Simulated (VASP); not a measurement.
All values below come from LDA (Ceperley-Alder, Perdew-Zunger), VASP's LDA PAW potentials (set 64) (plane waves; VASP).

A VASP calculation is set up with these files.

INCAR:
```
! general
SYSTEM  =  BN
PREC    =  Accurate
ENCUT   =  400
LREAL   =  .FALSE.
LASPH   =  .TRUE.

! electronic loop
EDIFF   =  1E-6
NELM    =  100
ALGO    =  Normal

! smearing
ISMEAR  =  -1
SIGMA   =  0.01

! ions
ISIF    =  2

! output
LWAVE   =  .FALSE.
LCHARG  =  .FALSE.
```

**KPOINTS**
```
Automatic mesh
0
Gamma
3 3 3
0 0 0
```

File POSCAR:
```
BN
2.6083370
  0.0000000000   0.7071068654   0.7071068654
  0.7071068654   0.0000000000   0.7071068654
  0.7071068654   0.7071068654   0.0000000000
B N
1 1
Direct
  0.0000000000   0.0000000000   0.0000000000
  0.2500000000   0.2500000000   0.2500000000
```

POTCAR, in this order: B N (LDA.64 set). Program: vasp_std.

What VASP printed:

File OSZICAR:
```
       N       E                     dE             d eps       ncg     rms          rms(c)
DAV:   1    -0.101951579339E+01   -0.10195E+01   -0.45775E+03    64   0.788E+02
DAV:   2    -0.200039872856E+02   -0.18984E+02   -0.18984E+02    88   0.123E+02
DAV:   3    -0.200859074222E+02   -0.81920E-01   -0.81920E-01    80   0.108E+01
DAV:   4    -0.200859340798E+02   -0.26658E-04   -0.26658E-04    88   0.188E-01
DAV:   5    -0.200859340888E+02   -0.89787E-08   -0.89786E-08    72   0.242E-03    0.646E+00
DAV:   6    -0.190916403391E+02    0.99429E+00   -0.41289E+00    64   0.142E+01    0.311E+00
DAV:   7    -0.189918725454E+02    0.99768E-01   -0.76229E-02    80   0.246E+00    0.183E+00
DAV:   8    -0.189590308933E+02    0.32842E-01   -0.61358E-02    64   0.192E+00    0.157E-01
DAV:   9    -0.189588487477E+02    0.18215E-03   -0.58311E-04    64   0.233E-01    0.795E-02
DAV:  10    -0.189588312769E+02    0.17471E-04   -0.64461E-05    80   0.912E-02    0.140E-02
DAV:  11    -0.189588319957E+02   -0.71881E-06   -0.26395E-06    64   0.128E-02
   1 F= -.18958832E+02 E0= -.18958832E+02  d E =-.328442E-14
```

File OUTCAR:
```
------------------------ aborting loop because EDIFF is reached ----------------------------------------
  FORCE on cell =-STRESS in cart. coord.  units (eV):
  Direction    XX          YY          ZZ          XY          YZ          ZX
  --------------------------------------------------------------------------------------
  Total       -2.5543387     -2.5543387     -2.5543387      0.0000000      0.0000000      0.0000000
  in kB     -326.1465637   -326.1465637   -326.1465637      0.0000000      0.0000000      0.0000000
  external PRESSURE =    -326.1465637 kB  Pullay stress =       0.0000000 kB
  volume of cell :       12.55
      direct lattice vectors                 reciprocal lattice vectors
     0.000000000  1.844373000  1.844373000    -0.271094838  0.271094838  0.271094838
     1.844373000  0.000000000  1.844373000     0.271094838 -0.271094838  0.271094838
     1.844373000  1.844373000  0.000000000     0.271094838  0.271094838 -0.271094838
  FREE ENERGIE OF THE ION-ELECTRON SYSTEM (eV)
  ---------------------------------------------------
  free  energy   TOTEN  =       -18.9588319957 eV

  energy  without entropy=      -18.9588319957  energy(sigma->0) =      -18.95883200
```
(Selected blocks of OUTCAR.)

**OUTCAR**
```
 val. band max:        6.7684716390   @ k =   0.0000   0.0000   0.0000

 cond. band min:      12.0985528148   @ k =   0.3333   0.3333   0.0000


 Fermi energy:         7.0754330772

 k-point     1 :       0.0000    0.0000    0.0000
  band No.  band energies     occupation
      1     -12.6837      2.00000
      2       6.7685      2.00000
      3       6.7685      2.00000
      4       6.7685      2.00000
      5      15.0728      0.00000
      6      15.0728      0.00000
      7      15.0728      0.00000
      8      16.1963      0.00000

 k-point     2 :       0.3333    0.0000    0.0000
  band No.  band energies     occupation
      1     -10.2594      2.00000
      2      -0.7822      2.00000
      3       5.2835      2.00000
      4       5.2835      2.00000
      5      15.9241      0.00000
      6      16.8402      0.00000
      7      16.8402      0.00000
      8      20.4084      0.00000

 k-point     3 :       0.3333    0.3333    0.0000
  band No.  band energies     occupation
      1      -9.4734      2.00000
      2       0.9269      2.00000
      3       2.9347      2.00000
      4       2.9347      2.00000
      5      12.0986      0.00000
      6      16.5062      0.00000
      7      21.3811      0.00000
      8      21.3811      0.00000

 k-point     4 :      -0.3333    0.3333    0.0000
  band No.  band energies     occupation
      1      -7.5815      2.00000
      2      -1.2864      2.00000
      3      -0.2909      2.00000
      4       3.4471      2.00000
      5      14.1738      0.00000
      6      20.2880      0.00000
      7      20.5007      0.00000
      8      21.7661      0.00000
```

At this cut-off the stress carries a Pulay error, which pulls relaxed volumes low.

The structure is a typed BN crystal. The cell was not relaxed at this level. The k-mesh is coarse (spacing up to 0.98 per Å, 2π included), so the numbers may not be converged in it. The run is one of a series of settings (KPOINTS 3×3×3 Γ-centred mesh against the base run), some of them coarse on purpose.
